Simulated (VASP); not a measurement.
Data:

```
BN
1.0
    0.00000     1.83129     1.83129
    1.83129     0.00000     1.83129
    1.83129     1.83129     0.00000
B N
1 1
Direct
  0.00000   0.00000   0.00000
  0.25000   0.25000   0.25000
```

Level of theory: PBE GGA, VASP's PBE PAW potentials (set 64) (plane waves; VASP 6.6.1). Run with PREC = Normal, 500 eV cut-off, 6×6×6 Γ-centred mesh, Gaussian smearing of 0.010 eV, potentials B_GW N_GW_new.

Problem. Predict the energy per atom (σ→0), pressure, band gap (on the k-mesh) with the smallest direct gap where there is one.

Solution. 
```json
{
 "band gap (on the k-mesh)": "4.41 eV",
 "smallest direct gap (on the k-mesh)": "8.63 eV",
 "energy per atom (σ→0)": "-8720 meV/atom",
 "pressure": "-111.3 kbar"
}
```

Total energies compare only between runs with the same potentials, cut-off and functional.

The compound is BN in the zinc blende structure. This cell is one point of a volume scan, at 1.04 of the reference volume. The k-mesh is coarse (spacing up to 0.50 per Å, 2π included), so the numbers may not be converged in it.
